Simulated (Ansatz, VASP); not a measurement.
## One calculation of SnAs2, two programs

```
As Sn
1.0
     4.02440    0.00000    0.00000
     0.00000    4.02440    0.00000
     0.00000    0.00000    8.24252
As Sn
4 2
Direct
  0.00000 0.50000 0.33000
  0.50000 0.00000 0.67000
  0.00000 0.00000 0.00000
  0.50000 0.50000 0.00000
  0.00000 0.50000 0.73500
  0.50000 0.00000 0.26500
```

The cell was built by a generator and needn't be a form met in nature.

Alike in both runs: task single point; functional PBE0; k mesh 3 × 3 × 1; occupations gaussian, width 0.2108 eV; no spin polarisation.

|  | VASP | Ansatz |
| --- | --- | --- |
| version | VASP 6.6.1 | Ansatz 0.2.0 |
| potentials or method | VASP PAW PBE potentials, release 64 (As, Sn_d) | PAW plane waves |
| plane-wave cutoff (eV) | 520 | 420 |
| valence electrons in the cell | 48 | 88 |

Ansatz gave:

```
pressure (GPa)                                  : 1.3
largest component of the traceless stress (GPa) : 6.34
rms of the force components (eV/Å)              : 0.350
```

Task: Estimate VASP's values.

Result: Pressure (GPa): -1.6; largest component of the traceless stress (GPa): 2.39; rms of the force components (eV/Å): 0.363.

Atom by atom the forces differ by 0.038 eV/Å (rms over components). The two sets of potentials don't hold the same shells in valence. Ansatz warned: «stress_exchange_threshold_loose».

Caveats: the k mesh is coarse (spacing up to 0.76 Å⁻¹), so the values aren't converged, least of all with exact exchange; the PAW data sets were made with another functional, which shifts forces and pressure a little (VASP).
